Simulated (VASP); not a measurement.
Computed with optB88-vdW, VASP's PBE PAW potentials (set 64) (plane waves; VASP).

A VASP calculation is set up with these files.

POSCAR:
```
La2O3
1.0
  2.0082949541  -3.4784688045   0.0000000000
  2.0082949541   3.4784688045   0.0000000000
  0.0000000000   0.0000000000   6.2378323287
La O
2 3
Cartesian
  2.0082949541   1.1594919205   1.5316325044
  2.0082949541  -1.1594919205   4.7061998243
  0.0000000000   0.0000000000   0.0000000000
  2.0082949541   1.1594919205   4.0313057357
  2.0082949541  -1.1594919205   2.2065265930
```

**INCAR**
```
SYSTEM=La2O3
PREC=Accurate; ENCUT=520; LREAL=.FALSE.
LASPH=.TRUE.
EDIFF=1E-7; NELM=100; ALGO=Normal
LMAXMIX=6
ISMEAR=0; SIGMA=0.05
GGA=BO; LUSE_VDW=.TRUE.; AGGAC=0.0
PARAM1=0.1833333333; PARAM2=0.22
IBRION=2; NSW=30; ISIF=4
EDIFFG=-0.01
LWAVE=.FALSE.; LCHARG=.FALSE.
```

### KPOINTS
```
Automatic mesh
0
Gamma
7 7 4
0 0 0
```

POTCAR, in this order: La O (PBE.64 set). Program: vasp_std.

Output

### OSZICAR
```
...
DAV:   9    -0.331370051532E+02    0.44430E-04   -0.87763E-05  2488   0.782E-02    0.288E-02
DAV:  10    -0.331369648710E+02    0.40282E-04   -0.11501E-04  2416   0.857E-02    0.147E-02
DAV:  11    -0.331369546572E+02    0.10214E-04   -0.46426E-05  2688   0.464E-02    0.619E-03
DAV:  12    -0.331369512030E+02    0.34542E-05   -0.17373E-05  2600   0.326E-02    0.220E-03
DAV:  13    -0.331369511478E+02    0.55226E-07   -0.10213E-05  2648   0.228E-02    0.234E-03
DAV:  14    -0.331369513098E+02   -0.16208E-06   -0.60884E-07  2168   0.587E-03    0.181E-03
DAV:  15    -0.331369512021E+02    0.10771E-06   -0.66691E-08  1344   0.452E-03    0.134E-03
DAV:  16    -0.331369510994E+02    0.10272E-06   -0.58473E-07  2184   0.656E-03    0.666E-04
DAV:  17    -0.331369510656E+02    0.33791E-07   -0.29196E-07  1832   0.433E-03
   2 F= -.33136951E+02 E0= -.33136951E+02  d E =-.136751E-01
       N       E                     dE             d eps       ncg     rms          rms(c)
DAV:   1    -0.331373697833E+02   -0.41868E-03   -0.12640E-01  2240   0.422E+00    0.145E-01
DAV:   2    -0.331375031655E+02   -0.13338E-03   -0.67204E-03  2216   0.667E-01    0.895E-02
DAV:   3    -0.331374251649E+02    0.78001E-04   -0.13020E-03  2384   0.378E-01    0.473E-02
DAV:   4    -0.331374665391E+02   -0.41374E-04   -0.23474E-03  2328   0.472E-01    0.371E-02
DAV:   5    -0.331373734808E+02    0.93058E-04   -0.16799E-03  2240   0.400E-01    0.144E-02
DAV:   6    -0.331373685743E+02    0.49065E-05   -0.23652E-04  2344   0.158E-01    0.671E-03
DAV:   7    -0.331373684804E+02    0.93940E-07   -0.29520E-05  2552   0.559E-02    0.310E-03
DAV:   8    -0.331373685331E+02   -0.52743E-07   -0.19201E-06  2336   0.129E-02    0.190E-03
DAV:   9    -0.331373683354E+02    0.19768E-06   -0.32623E-06  2328   0.155E-02    0.690E-04
DAV:  10    -0.331373683345E+02    0.88403E-09   -0.36221E-07  2008   0.582E-03
   3 F= -.33137368E+02 E0= -.33137368E+02  d E =-.140924E-01
       N       E                     dE             d eps       ncg     rms          rms(c)
DAV:   1    -0.331409303474E+02   -0.35620E-02   -0.61829E-01  1856   0.125E+01    0.398E-01
DAV:   2    -0.331415377334E+02   -0.60739E-03   -0.45398E-02  2488   0.241E+00    0.249E-01
DAV:   3    -0.331399239828E+02    0.16138E-02   -0.64571E-03  2640   0.981E-01    0.583E-02
DAV:   4    -0.331399091602E+02    0.14823E-04   -0.44768E-04  2288   0.201E-01    0.317E-02
DAV:   5    -0.331399227039E+02   -0.13544E-04   -0.21043E-04  2304   0.140E-01    0.187E-02
DAV:   6    -0.331399447429E+02   -0.22039E-04   -0.73911E-04  2296   0.247E-01    0.192E-02
DAV:   7    -0.331399136615E+02    0.31081E-04   -0.49140E-04  2320   0.210E-01    0.645E-03
DAV:   8    -0.331399130141E+02    0.64737E-06   -0.56786E-05  2360   0.762E-02    0.303E-03
DAV:   9    -0.331399131650E+02   -0.15093E-06   -0.16352E-05  2440   0.358E-02    0.313E-03
DAV:  10    -0.331399127548E+02    0.41025E-06   -0.24985E-06  2424   0.160E-02    0.156E-03
DAV:  11    -0.331399127264E+02    0.28397E-07   -0.22073E-07  1336   0.380E-03
   4 F= -.33139913E+02 E0= -.33139913E+02  d E =-.254439E-02
       N       E                     dE             d eps       ncg     rms          rms(c)
DAV:   1    -0.331419853305E+02   -0.20726E-02   -0.70862E-01  1856   0.133E+01    0.426E-01
DAV:   2    -0.331427086772E+02   -0.72335E-03   -0.52243E-02  2536   0.258E+00    0.267E-01
DAV:   3    -0.331408519377E+02    0.18567E-02   -0.72627E-03  2632   0.105E+00    0.635E-02
DAV:   4    -0.331408391795E+02    0.12758E-04   -0.77527E-04  2312   0.277E-01    0.355E-02
DAV:   5    -0.331409447762E+02   -0.10560E-03   -0.17595E-03  2280   0.387E-01    0.365E-02
DAV:   6    -0.331408726325E+02    0.72144E-04   -0.27497E-03  2272   0.482E-01    0.221E-02
DAV:   7    -0.331408323880E+02    0.40244E-04   -0.38691E-04  2320   0.196E-01    0.742E-03
DAV:   8    -0.331408344259E+02   -0.20379E-05   -0.12058E-05  2368   0.316E-02    0.542E-03
DAV:   9    -0.331408330293E+02    0.13966E-05   -0.15860E-05  2448   0.324E-02    0.286E-03
DAV:  10    -0.331408333753E+02   -0.34597E-06   -0.78792E-06  2640   0.199E-02    0.285E-03
DAV:  11    -0.331408332673E+02    0.10796E-06   -0.78772E-07  2312   0.729E-03    0.217E-03
DAV:  12    -0.331408332038E+02    0.63555E-07   -0.36133E-08  1136   0.263E-03
   5 F= -.33140833E+02 E0= -.33140833E+02  d E =-.346487E-02
       N       E                     dE             d eps       ncg     rms          rms(c)
DAV:   1    -0.331407155502E+02    0.11772E-03   -0.10443E-01  1792   0.252E+00    0.555E-02
DAV:   2    -0.331411067162E+02   -0.39117E-03   -0.45168E-03  2112   0.758E-01    0.373E-02
DAV:   3    -0.331410783466E+02    0.28370E-04   -0.15294E-04  2232   0.125E-01    0.241E-02
DAV:   4    -0.331410577465E+02    0.20600E-04   -0.12082E-04  2424   0.985E-02    0.727E-03
DAV:   5    -0.331410583011E+02   -0.55455E-06   -0.42393E-05  2192   0.595E-02    0.564E-03
DAV:   6    -0.331410608490E+02   -0.25479E-05   -0.59613E-05  2528   0.720E-02    0.622E-03
DAV:   7    -0.331410576001E+02    0.32488E-05   -0.39907E-05  2344   0.576E-02    0.273E-03
DAV:   8    -0.331410576920E+02   -0.91839E-07   -0.47914E-06  2400   0.221E-02    0.153E-03
DAV:   9    -0.331410575975E+02    0.94446E-07   -0.96346E-07  2224   0.876E-03
   6 F= -.33141058E+02 E0= -.33141058E+02  d E =-.224394E-03
       N       E                     dE             d eps       ncg     rms          rms(c)
DAV:   1    -0.331404721924E+02    0.58550E-03   -0.20901E-01  1792   0.356E+00    0.788E-02
DAV:   2    -0.331412599245E+02   -0.78773E-03   -0.90866E-03  2112   0.107E+00    0.529E-02
DAV:   3    -0.331412028232E+02    0.57101E-04   -0.31416E-04  2304   0.180E-01    0.342E-02
DAV:   4    -0.331411711582E+02    0.31665E-04   -0.34213E-04  2088   0.177E-01    0.143E-02
DAV:   5    -0.331411665486E+02    0.46096E-05   -0.33116E-04  2456   0.186E-01    0.105E-02
DAV:   6    -0.331411611685E+02    0.53802E-05   -0.90232E-05  2360   0.927E-02    0.515E-03
DAV:   7    -0.331411611936E+02   -0.25180E-07   -0.73642E-06  2456   0.233E-02    0.362E-03
DAV:   8    -0.331411609712E+02    0.22243E-06   -0.11785E-06  2320   0.933E-03    0.180E-03
DAV:   9    -0.331411608538E+02    0.11741E-06   -0.11314E-06  2000   0.909E-03    0.514E-04
DAV:  10    -0.331411608614E+02   -0.75529E-08   -0.34020E-07  1928   0.503E-03
   7 F= -.33141161E+02 E0= -.33141161E+02  d E =-.327658E-03
       N       E                     dE             d eps       ncg     rms          rms(c)
DAV:   1    -0.331411560708E+02    0.47830E-05   -0.17964E-03  1808   0.330E-01    0.729E-03
DAV:   2    -0.331411627290E+02   -0.66581E-05   -0.77108E-05  2120   0.989E-02    0.487E-03
DAV:   3    -0.331411622542E+02    0.47478E-06   -0.25891E-06  2232   0.165E-02    0.315E-03
DAV:   4    -0.331411619408E+02    0.31345E-06   -0.22027E-06  2344   0.134E-02    0.105E-03
DAV:   5    -0.331411619440E+02   -0.32292E-08   -0.89786E-07  2096   0.884E-03
   8 F= -.33141162E+02 E0= -.33141162E+02  d E =-.328740E-03
       N       E                     dE             d eps       ncg     rms          rms(c)
DAV:   1    -0.331410289565E+02    0.13298E-03   -0.15665E-02  1456   0.896E-01    0.322E-02
DAV:   2    -0.331411833800E+02   -0.15442E-03   -0.17173E-03  2352   0.465E-01    0.256E-02
DAV:   3    -0.331411807907E+02    0.25893E-05   -0.69409E-05  2176   0.787E-02    0.177E-02
DAV:   4    -0.331411813964E+02   -0.60568E-06   -0.40194E-05  2336   0.576E-02    0.989E-03
DAV:   5    -0.331411838179E+02   -0.24216E-05   -0.75759E-05  2224   0.805E-02    0.847E-03
DAV:   6    -0.331411872760E+02   -0.34580E-05   -0.15061E-04  2296   0.111E-01    0.738E-03
DAV:   7    -0.331411821410E+02    0.51350E-05   -0.85213E-05  2256   0.860E-02    0.216E-03
DAV:   8    -0.331411820455E+02    0.95433E-07   -0.82491E-06  2424   0.286E-02    0.225E-03
DAV:   9    -0.331411820055E+02    0.40031E-07   -0.46405E-07  1752   0.671E-03
   9 F= -.33141182E+02 E0= -.33141182E+02  d E =-.200615E-04
```

### OUTCAR
```
------------------------ aborting loop because EDIFF is reached ----------------------------------------
  FORCE on cell =-STRESS in cart. coord.  units (eV):
  Direction    XX          YY          ZZ          XY          YZ          ZX
  --------------------------------------------------------------------------------------
  Total       -3.2237134     -3.2237133     -3.2134867      0.0000000     -0.0000000      0.0000000
  in kB      -59.2635551    -59.2635534    -59.0755509      0.0000000     -0.0000000      0.0000000
  external PRESSURE =     -59.2008865 kB  Pullay stress =       0.0000000 kB
  volume of cell :       87.15
      direct lattice vectors                 reciprocal lattice vectors
     1.991863835 -3.450009316  0.000000000     0.251021175 -0.144927145 -0.000000000
     1.991863835  3.450009316 -0.000000000     0.251021175  0.144927145  0.000000000
    -0.000000000 -0.000000000  6.341169946     0.000000000  0.000000000  0.157699606
 POSITION                                       TOTAL-FORCE (eV/Angst)
 -----------------------------------------------------------------------------------
      1.99186      1.15001      1.58240         0.000000      0.000000     -0.009595
      1.99186     -1.15001      4.75877         0.000000     -0.000000      0.009595
      0.00000      0.00000      0.00000        -0.000000      0.000000      0.000000
      1.99186      1.15001      4.08638         0.000000      0.000000     -0.002055
      1.99186     -1.15001      2.25479        -0.000000     -0.000000      0.002055
 -----------------------------------------------------------------------------------
    total drift:                                0.000000     -0.000000      0.000000
  FREE ENERGIE OF THE ION-ELECTRON SYSTEM (eV)
  ---------------------------------------------------
  free  energy   TOTEN  =       -33.1411820055 eV

  energy  without entropy=      -33.1411820055  energy(sigma->0) =      -33.14118201

 reached required accuracy - stopping structural energy minimisation
```
(Selected blocks of OUTCAR.)

CONTCAR:
```
La2O3
   1.00000000000000
     1.9918638351060205   -3.4500093156312661    0.0000000000000000
     1.9918638351060205    3.4500093156312661   -0.0000000000000000
    -0.0000000000000000   -0.0000000000000000    6.3411699455068735
  La              O
     2     3
Direct
     0.3333330000000032    0.6666669999999968    0.2495445112662290
     0.6666669999999968    0.3333330000000032    0.7504554887337710
     0.0000000000000000    0.0000000000000000    0.0000000000000000
     0.3333330000000032    0.6666669999999968    0.6444206476394037
     0.6666669999999968    0.3333330000000032    0.3555793523605964
```

The compound is La2O3 in the a-type structure. This cell is one point of a volume scan, at 1.06 of the reference volume. Symmetry was kept, so distortions that lower it aren't found.
